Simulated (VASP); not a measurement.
Level of theory: PBE GGA, VASP's PBE PAW potentials (set 64) (plane waves; VASP).

The input files of a VASP run:

File KPOINTS:
```
Automatic mesh
0
Gamma
8 8 8
0 0 0
```

File POSCAR:
```
GaP
1
    0.0000000000     2.8069373389     2.8069373389
    2.8069373389     0.0000000000     2.8069373389
    2.8069373389     2.8069373389     0.0000000000
Ga P
1 1
Direct
  0.0000000000   0.0000000000   0.0000000000
  0.2500000000   0.2500000000   0.2500000000
```

INCAR:
```
ENCUT=520   # plane-wave cut-off (eV)
LWAVE=.False.
GGA=PE
LCHARG=.False.
SYSTEM=GaP
ISMEAR=0   # Gaussian
PREC=Accurate
LREAL=.False.   # projection in real space or not
EDIFF=1E-7   # SCF stop (eV)
ISIF=2   # forces and stress, cell fixed
SIGMA=0.05   # width (eV)
LMAXMIX=4   # l cut-off of mixed one-centre charges
LASPH=.True.
ALGO=Normal   # blocked Davidson
NELM=100
```

POTCAR, in this order: Ga_d P (PBE.64 set). Program: vasp_std.

Output of the run:

OSZICAR:
```
       N       E                     dE             d eps       ncg     rms          rms(c)
DAV:   1     0.783038159102E+02    0.78304E+02   -0.92710E+03   783   0.190E+03
DAV:   2    -0.289245731117E+01   -0.81196E+02   -0.78566E+02   814   0.328E+02
DAV:   3    -0.921816308535E+01   -0.63257E+01   -0.62925E+01   974   0.761E+01
DAV:   4    -0.933662084809E+01   -0.11846E+00   -0.11837E+00   894   0.113E+01
DAV:   5    -0.933942004230E+01   -0.27992E-02   -0.27988E-02   955   0.143E+00    0.386E+00
DAV:   6    -0.911257209122E+01    0.22685E+00   -0.46336E-01  1125   0.116E+01    0.250E+00
DAV:   7    -0.909264114913E+01    0.19931E-01   -0.96327E-02   952   0.217E+00    0.104E+00
DAV:   8    -0.909297142315E+01   -0.33027E-03   -0.12920E-02   874   0.166E+00    0.120E-01
DAV:   9    -0.909337401124E+01   -0.40259E-03   -0.15594E-03   994   0.689E-01    0.968E-02
DAV:  10    -0.909345010649E+01   -0.76095E-04   -0.12889E-04  1000   0.114E-01    0.522E-02
DAV:  11    -0.909353313326E+01   -0.83027E-04   -0.13434E-04   829   0.122E-01    0.756E-03
DAV:  12    -0.909353207004E+01    0.10632E-05   -0.56086E-06   981   0.358E-02    0.217E-03
DAV:  13    -0.909353244657E+01   -0.37654E-06   -0.14792E-06   879   0.118E-02    0.195E-03
DAV:  14    -0.909353246160E+01   -0.15028E-07   -0.74995E-08   647   0.256E-03
   1 F= -.90935325E+01 E0= -.90935325E+01  d E =-.281189E-12
```

OUTCAR:
```
------------------------ aborting loop because EDIFF is reached ----------------------------------------
  FORCE on cell =-STRESS in cart. coord.  units (eV):
  Direction    XX          YY          ZZ          XY          YZ          ZX
  --------------------------------------------------------------------------------------
  Total       -1.0767919     -1.0767919     -1.0767919      0.0000000      0.0000000      0.0000000
  in kB      -39.0044532    -39.0044532    -39.0044532      0.0000000      0.0000000      0.0000000
  external PRESSURE =     -39.0044532 kB  Pullay stress =       0.0000000 kB
  volume of cell :       44.23
      direct lattice vectors                 reciprocal lattice vectors
     0.000000000  2.806937339  2.806937339    -0.178130090  0.178130090  0.178130090
     2.806937339  0.000000000  2.806937339     0.178130090 -0.178130090  0.178130090
     2.806937339  2.806937339  0.000000000     0.178130090  0.178130090 -0.178130090
  FREE ENERGIE OF THE ION-ELECTRON SYSTEM (eV)
  ---------------------------------------------------
  free  energy   TOTEN  =        -9.0935324616 eV

  energy  without entropy=       -9.0935324616  energy(sigma->0) =       -9.09353246
```
(Selected blocks of OUTCAR.)

The compound is GaP in the zinc blende structure. This cell is one point of a volume scan, at 1.06 of the reference volume.
